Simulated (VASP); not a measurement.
HgTe (Coloradoite), 2 atoms in the cell. The structure is cubic, space group F-43m (No. 216). The conventional cell has a = 6.556 Å, b = 6.556 Å, c = 6.556 Å, α = 90.00°, β = 90.00°, γ = 90.00°. Hg (site symmetry -43m) is surrounded by 4 Te at 2.84 Å. Around Te (site symmetry -43m) lie 4 Hg at 2.84 Å.  The cell isn't the ideal one: a relaxed cell with its volume scaled by 0.96.

| Property | Result |
| --- | --- |
| Program | VASP 6.6.1 |
| Task | relaxation of the atoms |
| Functional | PBE |
| Potentials or basis | VASP PAW PBE potentials, release 64 (Hg, Te) |
| Cutoff | 300 eV |
| k mesh | 5 × 5 × 5 |
| Occupations | gaussian, width 0.03 eV |
| Spin | no spin polarisation |
| Further INCAR settings | ALGO = Normal; EDIFF = 1e-07; IBRION = 2; EDIFFG = -0.01; NSW = 40 |

Potentials or basis: VASP PAW PBE potentials, release 64 (Hg, Te).

Launch:

```sh
$ cat potpaw_PBE.64/Hg/POTCAR potpaw_PBE.64/Te/POTCAR > POTCAR
$ mpirun -np 1 vasp_std > vasp.out
```

Hardware: 1 thread of Intel(R) Xeon(R) Platinum 8375C CPU @ 2.90GHz (Ice Lake), on a shared host.

**Question.** Estimate the wall time of this run.

**Answer.** It took 11 s on 1 thread of Intel(R) Xeon(R) Platinum 8375C CPU @ 2.90GHz (Ice Lake), on a shared host, peak memory 0.15 GiB. Counts: scf iterations 13, k points 10, ion steps 1.
